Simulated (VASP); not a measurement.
# Fe: formation energy of Ti on the Fe site, part 2 of 4

Wanted: what Ti on the Fe site costs in Fe and how the lattice relaxes round it.

VASP 6.6.1, plane waves and PAW; the level of theory is named at each step.

So far. Step 2 (Relax the host again, on a new basis): The start already met the threshold, so nothing moved.

### 3. The supercell without the defect

This step: PBEsol, spin-polarised from a ferromagnetic start; plane waves and PAW (Fe) (VASP 6.6.1).

System of this step: Fe. The cell holds 54 atoms: 54 Fe. Cell: a = 8.347 Å, b = 8.347 Å, c = 8.347 Å, α = 90.0°, β = 90.0°, γ = 90.0°. It derives from Fe.

The same cell, mesh and cutoff without the defect give the energy to subtract and, in a gapped host, the band edges to count from, so that most errors cancel.

File INCAR:

```
SYSTEM = Fe
PREC = Normal
ENCUT = 300
EDIFF = 1E-05
NELM = 120
ISMEAR = 1
SIGMA = 0.2
LREAL = Auto
ALGO = Fast
GGA = PS
ISPIN = 2
MAGMOM = 3 3 3 3 3 3 3 3 3 3 3 3 3 3 3 3 3 3 3 3 3 3 3 3 3 3 3 3 3 3 3 3 3 3 3 3 3 3 3 3 3 3 3 3 3 3 3 3 3 3 3 3 3 3
NBANDS = 358
LASPH = .TRUE.
LMAXMIX = 4
LORBIT = 11
LWAVE = .FALSE.
LCHARG = .FALSE.
KPAR = 4
NCORE = 2
```

File POSCAR:

```
Fe
1.0
    8.3471355876      0.0000000000      0.0000000000
    0.0000000000      8.3471355876      0.0000000000
    0.0000000000      0.0000000000      8.3471355876
Fe
54
Direct
    0.0000000000      0.0000000000      0.0000000000
    0.3333333333      0.0000000000      0.0000000000
    0.6666666667      0.0000000000      0.0000000000
    0.0000000000      0.3333333333      0.0000000000
    0.0000000000      0.0000000000      0.3333333333
    0.1666666667      0.1666666667      0.1666666667
    0.3333333333      0.3333333333      0.0000000000
    0.3333333333      0.0000000000      0.3333333333
    0.5000000000      0.1666666667      0.1666666667
    0.6666666667      0.3333333333      0.0000000000
    0.6666666667      0.0000000000      0.3333333333
    0.8333333333      0.1666666667      0.1666666667
    0.0000000000      0.6666666667      0.0000000000
    0.0000000000      0.3333333333      0.3333333333
    0.1666666667      0.5000000000      0.1666666667
    0.3333333333      0.6666666667      0.0000000000
    0.0000000000      0.0000000000      0.6666666667
    0.1666666667      0.1666666667      0.5000000000
    0.3333333333      0.3333333333      0.3333333333
    0.5000000000      0.5000000000      0.1666666667
    0.6666666667      0.6666666667      0.0000000000
    0.3333333333      0.0000000000      0.6666666667
    0.5000000000      0.1666666667      0.5000000000
    0.6666666667      0.3333333333      0.3333333333
    0.8333333333      0.5000000000      0.1666666667
    0.6666666667      0.0000000000      0.6666666667
    0.8333333333      0.1666666667      0.5000000000
    0.0000000000      0.6666666667      0.3333333333
    0.1666666667      0.8333333333      0.1666666667
    0.0000000000      0.3333333333      0.6666666667
    0.1666666667      0.5000000000      0.5000000000
    0.3333333333      0.6666666667      0.3333333333
    0.5000000000      0.8333333333      0.1666666667
    0.1666666667      0.1666666667      0.8333333333
    0.3333333333      0.3333333333      0.6666666667
    0.5000000000      0.5000000000      0.5000000000
    0.6666666667      0.6666666667      0.3333333333
    0.8333333333      0.8333333333      0.1666666667
    0.5000000000      0.1666666667      0.8333333333
    0.6666666667      0.3333333333      0.6666666667
    0.8333333333      0.5000000000      0.5000000000
    0.8333333333      0.1666666667      0.8333333333
    0.0000000000      0.6666666667      0.6666666667
    0.1666666667      0.8333333333      0.5000000000
    0.1666666667      0.5000000000      0.8333333333
    0.3333333333      0.6666666667      0.6666666667
    0.5000000000      0.8333333333      0.5000000000
    0.5000000000      0.5000000000      0.8333333333
    0.6666666667      0.6666666667      0.6666666667
    0.8333333333      0.8333333333      0.5000000000
    0.8333333333      0.5000000000      0.8333333333
    0.1666666667      0.8333333333      0.8333333333
    0.5000000000      0.8333333333      0.8333333333
    0.8333333333      0.8333333333      0.8333333333
```

File KPOINTS:

```
Automatic mesh
0
Monkhorst-Pack
4 4 4
0 0 0
```

The projector-augmented-wave data sets are Fe (PBE family, release 64).

Command:

```
mpirun -np 8 vasp_std
```

Log:

```text
[banner, memory and clock lines left out]
running    8 mpi-ranks, on    1 nodes
 distrk:  each k-point on    2 cores,    4 groups
 distr:  one band on    2 cores,    1 groups

 POSCAR found type information on POSCAR Fe
 POSCAR found :  1 types and      54 ions
 [... a notice as in an earlier step ...]

 LDA part: xc-table for (Slater+PW92), standard interpolation
 POSCAR, INCAR and KPOINTS ok, starting setup
 FFT: planning ... GRIDC
 FFT: planning ... GRID_SOFT
 FFT: planning ... GRID
 WAVECAR not read
 entering main loop
       N       E                     dE             d eps       ncg     rms          rms(c)
DAV:   1     0.309227990434E+04    0.30923E+04   -0.11549E+05  5744   0.106E+03
DAV:   2    -0.169972020277E+03   -0.32623E+04   -0.29767E+04  5728   0.292E+02
DAV:   3    -0.522621207645E+03   -0.35265E+03   -0.27743E+03  5728   0.124E+02
DAV:   4    -0.537256625237E+03   -0.14635E+02   -0.14351E+02  6240   0.321E+01
DAV:   5    -0.537383501394E+03   -0.12688E+00   -0.12674E+00  6184   0.298E+00    0.934E+01
RMM:   6    -0.477543653237E+03    0.59840E+02   -0.36751E+02  5895   0.568E+01    0.394E+01
RMM:   7    -0.481936126860E+03   -0.43925E+01   -0.34449E+01  5965   0.179E+01    0.291E+01
RMM:   8    -0.482264989295E+03   -0.32886E+00   -0.47622E+00  6039   0.286E+00    0.105E+01
RMM:   9    -0.482087160250E+03    0.17783E+00   -0.11798E+00  6089   0.247E+00    0.275E+00
RMM:  10    -0.482111880448E+03   -0.24720E-01   -0.17646E-01  6136   0.100E+00    0.874E-01
RMM:  11    -0.482117569814E+03   -0.56894E-02   -0.24557E-02  6215   0.337E-01    0.290E-01
RMM:  12    -0.482117984896E+03   -0.41508E-03   -0.36236E-03  6237   0.120E-01    0.151E-01
RMM:  13    -0.482118230896E+03   -0.24600E-03   -0.70679E-04  6240   0.665E-02    0.736E-02
RMM:  14    -0.482118216788E+03    0.14108E-04   -0.23938E-04  6254   0.437E-02    0.163E-02
RMM:  15    -0.482118222588E+03   -0.58003E-05   -0.41777E-05  4796   0.107E-02
   1 F= -.48211822E+03 E0= -.48213263E+03  d E =0.432179E-01  mag=   114.1561
```

Wall time 2.8 min (8 MPI ranks of Intel Xeon Platinum 8488C (Sapphire Rapids), shared host); peak memory 3.3 GiB.

From OUTCAR (step 3):

```text
  LATTYP: Found a simple cubic cell.
 ALAT       =     8.3471355876

The static configuration has the point symmetry O_h .

 Found      4 irreducible k-points:

   k-points           NKPTS =      4   k-points in BZ     NKDIM =      4   number of bands    NBANDS=    358

   dimension x,y,z NGX =    36 NGY =   36 NGZ =   36
   dimension x,y,z NGXF=    72 NGYF=   72 NGZF=   72

   ENCUT  =  300.0 eV  22.05 Ry    4.70 a.u.  11.79 11.79 11.79*2*pi/ulx,y,z

   NELECT =     432.0000    total number of electrons

 E-fermi :   6.2719

 spin component 1
 k-point     1 :       0.1250    0.1250    0.1250
  band No.  band energies     occupation
    ...
    267       6.0153      1.03498
    268       6.0153      1.03498
    269       6.0439      1.03422
    270       6.0439      1.03422
    271       6.0439      1.03422
    272       6.2819      0.45779
    273       6.3905      0.08303
    274       6.3905      0.08303
    275       6.3905      0.08303
    276       6.4326      0.00901
    ...

 k-point     2 :       0.3750    0.1250    0.1250
  band No.  band energies     occupation
    ...
    265       6.1787      0.85083
    266       6.2153      0.72930
    267       6.2207      0.70899
    268       6.2381      0.64096
    269       6.2381      0.64096
    270       6.2757      0.48383
    271       6.2854      0.44312
    272       6.2854      0.44311
    273       6.3106      0.33965
    274       6.3539      0.18317
    ...

 k-point     3 :       0.3750    0.3750    0.1250
  band No.  band energies     occupation
    ...
    274       6.2238      0.69698
    275       6.2586      0.55615
    276       6.2586      0.55615
    277       6.2654      0.52742
    278       6.2654      0.52742
    279       6.3586      0.16868
    280       6.3586      0.16868
    281       6.4170      0.03149
    282       6.4364      0.00443
    283       6.4364      0.00443
    ...

 k-point     4 :       0.3750    0.3750    0.3750
  band No.  band energies     occupation
    ...
    269       5.9223      1.01652
    270       5.9223      1.01652
    271       6.2188      0.71628
    272       6.2188      0.71627
    273       6.2781      0.47393
    274       6.2781      0.47393
    275       6.2781      0.47393
    276       6.2932      0.41054
    277       6.2932      0.41054
    278       6.2932      0.41054
    ...

  Total        3.3978497      3.3978497      3.3978497     -0.0000000     -0.0000000      0.0000000
  in kB        9.3605712      9.3605712      9.3605712     -0.0000000     -0.0000000      0.0000000
  external PRESSURE =       9.3605712 kB  Pullay stress =       0.0000000 kB

  energy-cutoff  :      300.00
  volume of cell :      581.58
      direct lattice vectors                 reciprocal lattice vectors
     8.347135588  0.000000000  0.000000000     0.119801576  0.000000000  0.000000000
     0.000000000  8.347135588  0.000000000     0.000000000  0.119801576  0.000000000
     0.000000000  0.000000000  8.347135588     0.000000000  0.000000000  0.119801576

 POSITION                                       TOTAL-FORCE (eV/Angst)
 -----------------------------------------------------------------------------------
      0.00000      0.00000      0.00000         0.000000     -0.000000      0.000000
      2.78238      0.00000      0.00000         0.000000     -0.000000      0.000000
      5.56476      0.00000      0.00000         0.000000     -0.000000      0.000000
      0.00000      2.78238      0.00000         0.000000      0.000000      0.000000
      0.00000      0.00000      2.78238         0.000000     -0.000000      0.000000
      1.39119      1.39119      1.39119         0.000000     -0.000000      0.000000
      2.78238      2.78238      0.00000         0.000000      0.000000      0.000000
      2.78238      0.00000      2.78238        -0.000000     -0.000000     -0.000000
      4.17357      1.39119      1.39119         0.000000     -0.000000      0.000000
      5.56476      2.78238      0.00000         0.000000     -0.000000      0.000000
      5.56476      0.00000      2.78238         0.000000     -0.000000     -0.000000
      6.95595      1.39119      1.39119         0.000000     -0.000000      0.000000
      0.00000      5.56476      0.00000         0.000000     -0.000000      0.000000
      0.00000      2.78238      2.78238         0.000000      0.000000      0.000000
      1.39119      4.17357      1.39119         0.000000     -0.000000      0.000000
      2.78238      5.56476      0.00000        -0.000000     -0.000000      0.000000
      0.00000      0.00000      5.56476         0.000000     -0.000000      0.000000
      1.39119      1.39119      4.17357         0.000000     -0.000000      0.000000
      2.78238      2.78238      2.78238        -0.000000      0.000000      0.000000
      4.17357      4.17357      1.39119         0.000000     -0.000000      0.000000
      5.56476      5.56476      0.00000         0.000000     -0.000000      0.000000
      2.78238      0.00000      5.56476        -0.000000     -0.000000      0.000000
      4.17357      1.39119      4.17357         0.000000     -0.000000      0.000000
      5.56476      2.78238      2.78238         0.000000      0.000000      0.000000
      6.95595      4.17357      1.39119         0.000000     -0.000000      0.000000
      5.56476      0.00000      5.56476         0.000000     -0.000000      0.000000
      6.95595      1.39119      4.17357        -0.000000     -0.000000      0.000000
      0.00000      5.56476      2.78238         0.000000     -0.000000     -0.000000
      1.39119      6.95595      1.39119         0.000000      0.000000      0.000000
      0.00000      2.78238      5.56476         0.000000     -0.000000      0.000000
      1.39119      4.17357      4.17357         0.000000     -0.000000      0.000000
      2.78238      5.56476      2.78238         0.000000     -0.000000     -0.000000
      4.17357      6.95595      1.39119         0.000000     -0.000000      0.000000
      1.39119      1.39119      6.95595         0.000000     -0.000000      0.000000
      2.78238      2.78238      5.56476         0.000000      0.000000      0.000000
      4.17357      4.17357      4.17357         0.000000     -0.000000      0.000000
      5.56476      5.56476      2.78238         0.000000     -0.000000     -0.000000
      6.95595      6.95595      1.39119        -0.000000     -0.000000      0.000000
[...]
-----------------------------------------------------------------------------------
    total drift:                                0.000000      0.000000     -0.000000

  FREE ENERGIE OF THE ION-ELECTRON SYSTEM (eV)
  ---------------------------------------------------
  free  energy   TOTEN  =      -482.1182225882 eV

  energy  without entropy=     -482.1614404822  energy(sigma->0) =     -482.13262855

 total charge
# of ion       s       p       d       tot
------------------------------------------
    1        0.514   0.597   6.272   7.383
    2        0.514   0.597   6.272   7.383
    3        0.514   0.597   6.272   7.383
    4        0.514   0.597   6.272   7.383
    5        0.514   0.597   6.272   7.383
    6        0.514   0.597   6.272   7.383
    7        0.514   0.597   6.272   7.383
    8        0.514   0.597   6.272   7.383
    9        0.514   0.597   6.272   7.383
   10        0.514   0.597   6.272   7.383
   11        0.514   0.597   6.272   7.383
   12        0.514   0.597   6.272   7.383
   13        0.514   0.597   6.272   7.383
   14        0.514   0.597   6.272   7.383
   15        0.514   0.597   6.272   7.383
   16        0.514   0.597   6.272   7.383
   17        0.514   0.597   6.272   7.383
   18        0.514   0.597   6.272   7.383
   19        0.514   0.597   6.272   7.383
   20        0.514   0.597   6.272   7.383
   21        0.514   0.597   6.272   7.383
   22        0.514   0.597   6.272   7.383
   23        0.514   0.597   6.272   7.383
   24        0.514   0.597   6.272   7.383
   25        0.514   0.597   6.272   7.383
   26        0.514   0.597   6.272   7.383
   27        0.514   0.597   6.272   7.383
   28        0.514   0.597   6.272   7.383
   29        0.514   0.597   6.272   7.383
   30        0.514   0.597   6.272   7.383
   31        0.514   0.597   6.272   7.383
   32        0.514   0.597   6.272   7.383
   33        0.514   0.597   6.272   7.383
   34        0.514   0.597   6.272   7.383
   35        0.514   0.597   6.272   7.383
   36        0.514   0.597   6.272   7.383
   37        0.514   0.597   6.272   7.383
[...]
--------------------------------------------------
tot         27.776  32.220 338.669 398.664

 magnetization (x)
# of ion       s       p       d       tot
------------------------------------------
    1       -0.012  -0.049   2.155   2.094
    2       -0.012  -0.049   2.155   2.094
    3       -0.012  -0.049   2.155   2.094
    4       -0.012  -0.049   2.155   2.094
    5       -0.012  -0.049   2.155   2.094
    6       -0.012  -0.049   2.155   2.094
    7       -0.012  -0.049   2.155   2.094
    8       -0.012  -0.049   2.155   2.094
    9       -0.012  -0.049   2.155   2.094
   10       -0.012  -0.049   2.155   2.094
   11       -0.012  -0.049   2.155   2.094
   12       -0.012  -0.049   2.155   2.094
   13       -0.012  -0.049   2.155   2.094
   14       -0.012  -0.049   2.155   2.094
   15       -0.012  -0.049   2.155   2.094
   16       -0.012  -0.049   2.155   2.094
   17       -0.012  -0.049   2.155   2.094
   18       -0.012  -0.049   2.155   2.094
   19       -0.012  -0.049   2.155   2.094
   20       -0.012  -0.049   2.155   2.094
   21       -0.012  -0.049   2.155   2.094
   22       -0.012  -0.049   2.155   2.094
   23       -0.012  -0.049   2.155   2.094
   24       -0.012  -0.049   2.155   2.094
   25       -0.012  -0.049   2.155   2.094
   26       -0.012  -0.049   2.155   2.094
   27       -0.012  -0.049   2.155   2.094
   28       -0.012  -0.049   2.155   2.094
   29       -0.012  -0.049   2.155   2.094
   30       -0.012  -0.049   2.155   2.094
   31       -0.012  -0.049   2.155   2.094
   32       -0.012  -0.049   2.155   2.094
   33       -0.012  -0.049   2.155   2.094
   34       -0.012  -0.049   2.155   2.094
   35       -0.012  -0.049   2.155   2.094
   36       -0.012  -0.049   2.155   2.094
   37       -0.012  -0.049   2.155   2.094
[...]
--------------------------------------------------
tot         -0.659  -2.627 116.372 113.085

[... 1 part as in an earlier step ...]

[... 7 further parts left out ...]
```

The magnetic state follows from one typed start and may not be the lowest.

Numbers from this step:

| Quantity | Value |
| --- | --- |
| electronic cycles | 15 |
| electrons | 432 |
| free energy (TOTEN) | -482.1182 eV |
| energy at zero smearing | -482.1326 eV |
| Fermi energy | 6.272 eV |
| moment of the cell, from the last line of the log | 114.2 μB |

Spin moment in the PAW sphere by element, in μB:

```csv
element,atoms,mean,spread (r.m.s.),least,largest
Fe,54,2.09,0.00,2.09,2.09
```

The atoms farthest from the mean of their element:

```csv
atom,"x, y, z (Å)",spin moment in the PAW sphere (μB)
Fe1,"0.00, 0.00, 0.00",2.09
Fe2,"2.78, 0.00, 0.00",2.09
Fe3,"5.56, 0.00, 0.00",2.09
Fe4,"0.00, 2.78, 0.00",2.09
Fe5,"0.00, 0.00, 2.78",2.09
Fe6,"1.39, 1.39, 1.39",2.09
Fe7,"2.78, 2.78, 0.00",2.09
Fe8,"2.78, 0.00, 2.78",2.09
```

The total moment is the log's last value; OUTCAR's line is one cycle older.

The host is treated as a metal, as its relaxation found a gap under 0.3 eV or none, and only the neutral defect is run.

[end of part 2 of 4]

[Lines on the potential files, build, host, timing and source positions are cut from VASP's logs without a mark.]

[Logs are printed without paths, hosts, clocks, repeated set-up lines and the standing remarks that a program may print on its own settings, such as how far it seeks lower states.]

[Hosts, paths, dates, database ids (printed as entryN), source tags and the programs' standing remarks are cut or masked in the printed files.]

[In band tables of VASP the shares of atoms and orbitals are scaled to a sum of 1 inside the atoms' spheres.]

[Runs that stopped without an error message from VASP are left out.]
